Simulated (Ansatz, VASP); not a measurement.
# Cross-check of TaSi2As4 (TaSi2As4 monolayer) between VASP and Ansatz, part 2 of 2

One calculation is typed for both programs; each brings its own data sets. How far apart do they land? Of the first pair: The structure shown is the start of the Ansatz relaxation below; VASP solves that cell, so the two are compared at the walk's first step.

VASP 6.6.1 and Ansatz 0.2.0.

So far: Set-up; Ansatz: relaxation, PBE with D3(BJ).

### Step 3. VASP: single point, PBE with D3(BJ), start cell, pair 1

Level of this step: PBE with D3(BJ), zero-moment start; plane waves and PAW (As, Si, Ta_pv) (VASP).

The same cell, functional, mesh and smearing now go to VASP, with its own data sets.

Lines of VASP's logs that name or quote its potential files are left out, and so is its time.

Input file INCAR:

```
SYSTEM = TaSi2As4
PREC = Accurate
ENCUT = 400
EDIFF = 1E-06
NELM = 200
ISMEAR = -1
SIGMA = 0.05
LREAL = .FALSE.
ALGO = Normal
GGA = PE
IVDW = 12
NBANDS = 30
ISPIN = 2
MAGMOM = -0 0 0 -0 -0 -0 -0
LASPH = .TRUE.
LMAXMIX = 4
LORBIT = 11
LWAVE = .FALSE.
LCHARG = .FALSE.
ISIF = 2
LDIPOL = .TRUE.
IDIPOL = 3
DIPOL = 0.5 0.5 0.5
LVHAR = .TRUE.
GGA_COMPAT = .FALSE.
NELMDL = -8
KPAR = 2
```

Input file POSCAR:

```
TaSi2As4
1.0
    3.6300000000      0.0000000000      0.0000000000
   -1.8150000000      3.1436720000      0.0000000000
    0.0000000000      0.0000000000     49.7884690000
As Si Ta
4 2 1
Direct
    0.0000000000      0.0000000000      0.4057164221
    0.3333333333      0.6666666667      0.4658100755
    0.3333333333      0.6666666667      0.5341899045
    0.0000000000      0.0000000000      0.5942835579
    0.3333333333      0.6666666667      0.4210205882
    0.3333333333      0.6666666667      0.5789793918
    0.0000000000      0.0000000000      0.4999999900
```

Input file KPOINTS:

```
Automatic mesh
0
Gamma
12 12 1
0 0 0
```

The projector-augmented-wave data sets are As, Si and Ta_pv (PBE family, release 64).

Started as:

```console
mpirun -np 2 vasp_std
```

Numbers of over 12 decimals in the logs are rounded to 6 here.

The log of the run:

```text
[banner, memory and clock lines left out]
running    2 mpi-ranks, on    1 nodes
 distrk:  each k-point on    1 cores,    2 groups
 distr:  one band on    1 cores,    1 groups

 POSCAR found type information on POSCAR AsSiTa
 POSCAR found :  3 types and       7 ions
 LDA part: xc-table for (Slater+PW92), standard interpolation
 POSCAR, INCAR and KPOINTS ok, starting setup
 FFT: planning ... GRIDC
 FFT: planning ... GRID_SOFT
 FFT: planning ... GRID
 WAVECAR not read
 entering main loop
       N       E                     dE             d eps       ncg     rms          rms(c)
DAV:   1     0.200069598001E+03    0.20007E+03   -0.12951E+04  2792   0.743E+02
DAV:   2    -0.196785300410E+02   -0.21975E+03   -0.21354E+03  3208   0.166E+02
DAV:   3    -0.416339247539E+02   -0.21955E+02   -0.21702E+02  2970   0.517E+01
DAV:   4    -0.422714660134E+02   -0.63754E+00   -0.63287E+00  3230   0.101E+01
DAV:   5    -0.422861639271E+02   -0.14698E-01   -0.14683E-01  3134   0.145E+00
DAV:   6    -0.422867609920E+02   -0.59706E-03   -0.59698E-03  3370   0.281E-01
DAV:   7    -0.422867851454E+02   -0.24153E-04   -0.24152E-04  3314   0.478E-02
DAV:   8    -0.422867863016E+02   -0.11562E-05   -0.11563E-05  2930   0.915E-03    0.142E+01
DAV:   9    -0.408724527849E+02    0.14143E+01   -0.56330E+00  2628   0.968E+00    0.651E+00
DAV:  10    -0.407966370262E+02    0.75816E-01   -0.31769E+00  3056   0.756E+00    0.372E+00
DAV:  11    -0.405420574160E+02    0.25458E+00   -0.17881E+00  2820   0.570E+00    0.121E+00
DAV:  12    -0.404898024961E+02    0.52255E-01   -0.23129E-01  3024   0.216E+00    0.387E-01
DAV:  13    -0.404872724575E+02    0.25300E-02   -0.26498E-02  3106   0.779E-01    0.241E-01
DAV:  14    -0.404871787606E+02    0.93697E-04   -0.10199E-02  2948   0.396E-01    0.132E-01
[...]
DAV:  22    -0.404874806008E+02   -0.33463E-04   -0.27683E-06  2376   0.498E-03    0.213E-03
DAV:  23    -0.404874921701E+02   -0.11569E-04   -0.70733E-07  2300   0.372E-03    0.914E-04
DAV:  24    -0.404875049679E+02   -0.12798E-04   -0.71540E-07  2136   0.199E-03    0.632E-04
DAV:  25    -0.404875103970E+02   -0.54291E-05   -0.87134E-08  2084   0.781E-04    0.618E-04
DAV:  26    -0.404875158946E+02   -0.54976E-05   -0.51567E-08  1916   0.547E-04    0.293E-04
DAV:  27    -0.404875188640E+02   -0.29694E-05   -0.39259E-08  1972   0.461E-04    0.241E-04
DAV:  28    -0.404875201696E+02   -0.13056E-05   -0.12363E-08  1802   0.260E-04    0.204E-04
DAV:  29    -0.404875208759E+02   -0.70636E-06   -0.85650E-09  1780   0.213E-04
   1 F= -.43018897E+02 E0= -.43003702E+02  d E =-.303895E-01  mag=    -0.0000
```

From OUTCAR (step 3):

```text
ion  position               nearest neighbor table
   1  0.000  0.000  0.406-   5 2.23   5 2.23   5 2.23
   2  0.333  0.667  0.466-   5 2.23   7 2.70   7 2.70   7 2.70
   3  0.333  0.667  0.534-   6 2.23   7 2.70   7 2.70   7 2.70
   4  0.000  0.000  0.594-   6 2.23   6 2.23   6 2.23
   5  0.333  0.667  0.421-   1 2.23   1 2.23   1 2.23   2 2.23
   6  0.333  0.667  0.579-   4 2.23   4 2.23   4 2.23   3 2.23
   7  0.000  0.000  0.500-   2 2.70   3 2.70   2 2.70   3 2.70   2 2.70   3 2.70

  LATTYP: Found a hexagonal cell.
 ALAT       =     3.6300000000
 C/A-ratio  =    13.7158316804

 Subroutine GETGRP returns: Found 12 space group operations
 (whereof 12 operations were pure point group operations)

The static configuration has the point symmetry D_3h.

 Found     19 irreducible k-points:

   k-points           NKPTS =     19   k-points in BZ     NKDIM =     19   number of bands    NBANDS=     30

   dimension x,y,z NGX =    24 NGY =   24 NGZ =  336
   dimension x,y,z NGXF=    48 NGYF=   48 NGZF=  672

   ENCUT  =  400.0 eV  29.40 Ry    5.42 a.u.   5.92  5.92 81.19*2*pi/ulx,y,z

   NELECT =      39.0000    total number of electrons

 k-points in reciprocal lattice and weights: Automatic mesh
   0.00000000  0.00000000  0.00000000       0.007
   0.08333333 -0.00000000  0.00000000       0.042
   0.16666667 -0.00000000  0.00000000       0.042
   0.25000000 -0.00000000  0.00000000       0.042
   0.33333333  0.00000000  0.00000000       0.042
   0.41666667  0.00000000  0.00000000       0.042
   0.50000000 -0.00000000  0.00000000       0.021
   0.08333333  0.08333333  0.00000000       0.042
   0.16666667  0.08333333  0.00000000       0.083
[...]
0.33333333  0.25000000  0.00000000       0.083
   0.33333333  0.33333333  0.00000000       0.014

 dipolmoment           0.000000      0.000000      0.000019 electrons x Angstroem

 average (electrostatic) potential at core
       1 -57.1031       2 -56.1271       3 -56.1270       4 -57.1029       5 -92.7607
       6 -92.7605       7 -45.1854

 E-fermi :  -2.1539

 spin component 1
 k-point     1 :       0.0000    0.0000    0.0000
  band No.  band energies     occupation
    ...
     15      -3.3222      1.00000
     16      -3.3222      1.00000
     17      -3.2723      1.00000
     18      -2.2421      0.85364
     19      -2.2421      0.85364
     20      -2.1365      0.41410
     21      -0.9741      0.00000
     22      -0.7827      0.00000
     23      -0.1059      0.00000
     24      -0.1059      0.00000
    ...

 k-point     2 :       0.0833   -0.0000    0.0000
  band No.  band energies     occupation
    ...
     15      -3.6107      1.00000
     16      -3.2502      1.00000
     17      -3.2462      1.00000
     18      -2.4489      0.99727
     19      -2.3720      0.98741
     20      -2.0069      0.05017
     21      -0.6053      0.00000
     22      -0.5837      0.00000
     23       0.0656      0.00000
     24       0.0684      0.00000
    ...

 k-point     3 :       0.1667   -0.0000    0.0000
  band No.  band energies     occupation
    ...
     15      -4.2344      1.00000
     16      -3.4273      1.00000
     17      -3.0353      1.00000
     18      -2.9758      1.00000
     19      -2.6896      0.99998
     20      -2.1269      0.36813
     21      -0.8731      0.00000
     22      -0.8061      0.00000
     23       0.4630      0.00000
     24       0.6110      0.00000
    ...

 k-point     4 :       0.2500   -0.0000    0.0000
  band No.  band energies     occupation
    ...
     16      -4.0263      1.00000
     17      -3.3275      1.00000
     18      -3.0551      1.00000
     19      -2.7447      0.99999
     20      -2.4108      0.99416
     21      -1.3029      0.00000
     22      -1.2013      0.00000
     23       0.4411      0.00000
     24       0.4883      0.00000
     25       1.0946      0.00000
    ...

 k-point     5 :       0.3333    0.0000    0.0000
  band No.  band energies     occupation
    ...
     16      -4.1445      1.00000
     17      -3.5285      1.00000
     18      -3.3666      1.00000
     19      -2.5937      0.99985
     20      -2.4646      0.99800
     21      -1.6899      0.00009
     22      -1.5742      0.00001
     23       0.3209      0.00000
     24       0.4689      0.00000
     25       0.9738      0.00000
    ...

 k-point     6 :       0.4167    0.0000    0.0000
  band No.  band energies     occupation
    ...
     16      -4.0593      1.00000
     17      -3.6927      1.00000
     18      -3.5702      1.00000
     19      -2.7183      0.99999
     20      -2.2814      0.92756
     21      -1.8894      0.00502
     22      -1.8296      0.00152
     23       0.1595      0.00000
     24       0.5460      0.00000
     25       0.8609      0.00000
    ...

 Edisp (eV)   -2.53138

  Total       3.88045     3.88045     6.25616     0.00000     0.00000    -0.00000
  in kB      10.94259    10.94259    17.64191     0.00000     0.00000    -0.00000
  external pressure =       13.18 kB  Pullay stress =        0.00 kB

  energy-cutoff  :      400.00
  volume of cell :      568.16
      direct lattice vectors                 reciprocal lattice vectors
     3.630000000  0.000000000  0.000000000     0.275482094  0.159049672  0.000000000
    -1.815000000  3.143672000  0.000000000     0.000000000  0.318099344  0.000000000
     0.000000000  0.000000000 49.788469000     0.000000000  0.000000000  0.020084972

 POSITION                                       TOTAL-FORCE (eV/Angst)
 -----------------------------------------------------------------------------------
      0.00000      0.00000     20.20000         0.000000     -0.000000     -3.191488
     -0.00000      2.09578     23.19197        -0.000000      0.000000      3.321259
     -0.00000      2.09578     26.59650        -0.000000      0.000000     -3.321259
      0.00000      0.00000     29.58847         0.000000      0.000000      3.191488
     -0.00000      2.09578     20.96197        -0.000000     -0.000000      1.571648
     -0.00000      2.09578     28.82650        -0.000000     -0.000000     -1.571648
      0.00000      0.00000     24.89423         0.000000      0.000000      0.000000
 -----------------------------------------------------------------------------------
    total drift:                               -0.000000     -0.000002      0.001578

  FREE ENERGIE OF THE ION-ELECTRON SYSTEM (eV)
  ---------------------------------------------------
  free  energy   TOTEN  =       -43.0188968017 eV

  energy  without entropy=      -42.9885073326  energy(sigma->0) =      -43.00370207

 vacuum level on the upper side and lower side of the slab         2.576         2.576

 total charge
# of ion       s       p       d       tot
------------------------------------------
    1        1.216   1.711   0.054   2.981
    2        1.201   1.620   0.049   2.870
    3        1.201   1.620   0.049   2.870
    4        1.216   1.711   0.054   2.981
    5        0.753   0.954   0.000   1.707
    6        0.753   0.954   0.000   1.707
    7        0.267   6.126   2.261   8.654
--------------------------------------------------
tot          6.607  14.695   2.466  23.768

 magnetization (x)
# of ion       s       p       d       tot
------------------------------------------
    1       -0.000  -0.000   0.000  -0.000
    2        0.000  -0.000  -0.000  -0.000
    3        0.000  -0.000  -0.000  -0.000
    4       -0.000  -0.000   0.000  -0.000
    5       -0.000  -0.000   0.000  -0.000
    6       -0.000  -0.000   0.000  -0.000
    7       -0.000  -0.000  -0.000  -0.000
--------------------------------------------------
tot         -0.000  -0.000  -0.000  -0.000

[... 3 further parts left out ...]
```

This run allows spin, but its moments start at zero, where symmetry between the spins tends to hold them. Its electron count is odd, so without a moment it is a metal by construction.

### Step 4. Differences

Known differences besides the potentials themselves: Ansatz cuts the interaction across the vacuum, VASP repeats the sheet with a dipole correction; the data sets hold 81 valence electrons in Ansatz (on its PAW soft_1 files) and 39 in VASP; the cutoff is 420 eV in Ansatz and 400 eV in VASP. Total energies have different zeros and are not compared.

Forces (eV/Å; atoms numbered as in POSCAR):

```tsv
atom	Ansatz x, y, z	VASP x, y, z
As1	0.000, 0.000, -3.142	0.000, 0.000, -3.191
As2	0.000, 0.000, 3.277	0.000, 0.000, 3.321
As3	0.000, 0.000, -3.277	0.000, 0.000, -3.321
As4	0.000, 0.000, 3.142	0.000, 0.000, 3.191
Si5	0.000, 0.000, 1.586	0.000, 0.000, 1.572
Si6	0.000, 0.000, -1.586	0.000, 0.000, -1.572
Ta7	0.000, 0.000, 0.000	0.000, 0.000, 0.000
```

The forces differ by 21 meV/Å r.m.s., which is 1.4 % of the r.m.s. force of 1.502 eV/Å (both taken over all components). Moments aren't recorded for both runs of this pair, so they may hold unlike magnetic states. With vacuum in the cell, a pressure given here is an average over mostly empty space and none of the material.

### Step 5. Ansatz: relaxation, PBE with D3(BJ)

This run makes the geometry at which the two programs are then compared.

The structure compared here is the end of the Ansatz relaxation.

Input file input.yaml:

```yaml
crystal:
  lattice:
    - [3.63, 0.0, 0.0]
    - [-1.815, 3.1436722157, 0.0]
    - [0.0, 0.0, 49.7884686575]
  atoms:
    - { symbol: As, position: [0.0, 0.0, 0.4057164348] }
    - { symbol: Si, position: [0.3333333333, 0.6666666667, 0.4210206037] }
    - { symbol: As, position: [0.3333333333, 0.6666666667, 0.4658100912] }
    - { symbol: Ta, position: [0.0, 0.0, 0.5], spin: 1.0 }
    - { symbol: As, position: [0.3333333333, 0.6666666667, 0.5341899088] }
    - { symbol: Si, position: [0.3333333333, 0.6666666667, 0.5789793963] }
    - { symbol: As, position: [0.0, 0.0, 0.5942835652] }
  periodic: [true, true, false]
magnetization:
  spin_polarized: true
kpoints:
  mp_grid: { grid: [12, 12, 1] }
hamiltonian:
  xc: pbe
  dispersion: d3bj
  pseudopotentials: { kind: paw, azcp: { folder: soft_1 } }
scf:
  occupations: { method: fermi_dirac, width: 0.05 }
  convergence: { dr2_threshold: 1.0e-09 }
relax:
  f_tol: 0.004
  max_steps: 90
  cell: {}
output:
  write_potential: true
  write_density: true
  volumetric_format: npy
```

Started as:

```console
ansatz run input.yaml --threads 4 --pin off --max-ram 6144MiB --backend cpu --events-out ev --progress --plain --runs-dir out
```

The log of the run:

```text
[...]
Crystal: 7 atoms, lattice volume = 568.163 Å³
Basis set: ecut = 420 eV, 10931 PW (Γ), exchange–correlation on 50×50×720 points (8 copies of the dense FFT grid, shifted against one another)
Bands: 50, of which v1, the nominal top of the filled ones, is band 41 counted from 1 (40 counted from 0)
[...]
- { symbol: Si, position: [0.333333, 0.666667, 0.422075] }
    - { symbol: As, position: [0.333333, 0.666667, 0.469161] }
    - { symbol: Ta, position: [1.0573552618554987e-17, -5.135725556199064e-17, 0.5] }
    - { symbol: As, position: [0.333333, 0.666667, 0.530839] }
    - { symbol: Si, position: [0.333333, 0.666667, 0.577925] }
    - { symbol: As, position: [1.0573552618554987e-17, -5.135725556199064e-17, 0.600000] }
[key lines of the parts left out:]
SCF converged after 7 iterations
Magnetization: -0.0000 μB (40.5000 up, 40.5000 down)
Free energy (F): -30632.787336 eV
Fermi energy:    -4.899151 eV
P = ½ c Tr σ = 0.0047 N/m
```

### Step 6. VASP: single point, PBE with D3(BJ), relaxed cell, pair 2

The same cell, functional, mesh and smearing now go to VASP, with its own data sets.

INCAR is that of step 3.

Input file POSCAR:

```
TaSi2As4
1.0
    3.6340277418      0.0000000000      0.0000000000
   -1.8170138709      3.1471603425      0.0000000000
    0.0000000000      0.0000000000     49.7884686575
As Si Ta
4 2 1
Direct
    0.0000000000      0.0000000000      0.4000004162
    0.3333333333      0.6666666667      0.4691609651
    0.3333333333      0.6666666667      0.5308390349
    0.0000000000      0.0000000000      0.5999995838
    0.3333333333      0.6666666667      0.4220748519
    0.3333333333      0.6666666667      0.5779251481
    0.0000000000      0.0000000000      0.5000000000
```

KPOINTS is that of step 3.

Started as:

```console
mpirun -np 2 vasp_std
```

The log of the run:

```text
[... set-up lines as in an earlier step ...]
 entering main loop
       N       E                     dE             d eps       ncg     rms          rms(c)
DAV:   1     0.193613282832E+03    0.19361E+03   -0.12917E+04  2776   0.744E+02
DAV:   2    -0.218325656583E+02   -0.21545E+03   -0.20888E+03  3284   0.163E+02
DAV:   3    -0.429414337172E+02   -0.21109E+02   -0.20875E+02  2966   0.507E+01
DAV:   4    -0.435471907094E+02   -0.60576E+00   -0.60138E+00  3206   0.980E+00
[...]
DAV:  25    -0.421960619779E+02   -0.66608E-05   -0.94022E-08  2042   0.656E-04    0.191E-04
DAV:  26    -0.421960645878E+02   -0.26099E-05   -0.51083E-08  1976   0.559E-04    0.198E-04
DAV:  27    -0.421960655815E+02   -0.99372E-06   -0.94574E-09  1724   0.242E-04
   1 F= -.44661774E+02 E0= -.44651248E+02  d E =-.210509E-01  mag=    -0.0000
```

Parts of OUTCAR (step 6):

```text
 Edisp (eV)   -2.46571

  Total       0.20711     0.20711     0.32586     0.00000     0.00000     0.00000
  in kB       0.58273     0.58273     0.91688     0.00000     0.00000     0.00000
  external pressure =        0.69 kB  Pullay stress =        0.00 kB

 POSITION                                       TOTAL-FORCE (eV/Angst)
 -----------------------------------------------------------------------------------
      0.00000      0.00000     19.91541        -0.000000     -0.000000     -0.049687
     -0.00000      2.09811     23.35881         0.000000     -0.000000      0.006535
     -0.00000      2.09811     26.42966         0.000000     -0.000000     -0.006535
      0.00000      0.00000     29.87306        -0.000000      0.000000      0.049687
     -0.00000      2.09811     21.01446        -0.000000      0.000000      0.014574
     -0.00000      2.09811     28.77401        -0.000000      0.000000     -0.014574
      0.00000      0.00000     24.89423        -0.000000      0.000000      0.000000
 -----------------------------------------------------------------------------------
    total drift:                                0.000000     -0.000000     -0.000000

  FREE ENERGIE OF THE ION-ELECTRON SYSTEM (eV)
  ---------------------------------------------------
  free  energy   TOTEN  =       -44.6617735669 eV

  energy  without entropy=      -44.6407226768  energy(sigma->0) =      -44.65124812

 magnetization (x)
# of ion       s       p       d       tot
------------------------------------------
    1        0.000   0.000   0.000   0.000
    2        0.000   0.000  -0.000   0.000
    3        0.000   0.000  -0.000   0.000
    4        0.000   0.000   0.000   0.000
    5       -0.000  -0.000   0.000  -0.000
    6       -0.000  -0.000   0.000  -0.000
    7       -0.000  -0.000  -0.000  -0.000
--------------------------------------------------
tot          0.000   0.000  -0.000  -0.000

[... 1 part as in an earlier step ...]

[... 2 further parts left out ...]
[key lines of the parts left out:]
E-fermi :  -2.3665
```

### Step 7. Comparison

What differs besides the data sets and the points named for the pairs above, as far as they apply: the data sets hold 81 valence electrons in Ansatz (on its PAW soft_1 files) and 39 in VASP. Total energies have different zeros and are not compared.

At this near-relaxed geometry the largest component of a force difference is 50 meV/Å. With vacuum in the cell, a pressure given here is an average over mostly empty space and none of the material.

### Step 8. Other set-ups

Further runs change the set-up of one program: Ansatz's method, potentials or start, or VASP's data sets, cutoff or form of LDA. The table gives that difference for each run.

```tsv
run	r.m.s. force difference (meV/Å)
as above	16
VASP with the data sets As_d, Si and Ta_sv_GW and a cutoff of 520 eV	4.1
```

### Step 9. Outcome

| Property | Result |
| --- | --- |
| r.m.s. force difference (single point, PBE with D3(BJ), start cell, pair 1) | 1.4 % of the r.m.s. force |
| r.m.s. force difference (single point, PBE with D3(BJ), relaxed cell, pair 2) | 16 meV/Å |

The r.m.s. force difference is 16 meV/Å (single point, PBE with D3(BJ), relaxed cell, pair 2), beyond the 12 meV/Å picked in this series as the mark of a large difference. The data sets hold unlike numbers of valence electrons (81 in Ansatz and 39 in VASP), so part of the differences comes from the potentials. Single point, PBE with D3(BJ), relaxed cell, pair 2, VASP with the data sets As_d, Si and Ta_sv_GW and a cutoff of 520 eV: r.m.s. force difference goes from 16 to 4.1 meV/Å. Such differences can come from data sets, numerical settings and the points named under the comparisons, not from the functional's error against experiment.

[Lines on the potential files, build, host, timing and source positions are cut from VASP's logs without a mark.]

[Logs are printed without paths, hosts, clocks, repeated set-up lines and the standing remarks that a program may print on its own settings, such as how far it seeks lower states.]

[Hosts, paths, dates, database ids (printed as entryN), source tags and the programs' standing remarks are cut or masked in the printed files.]
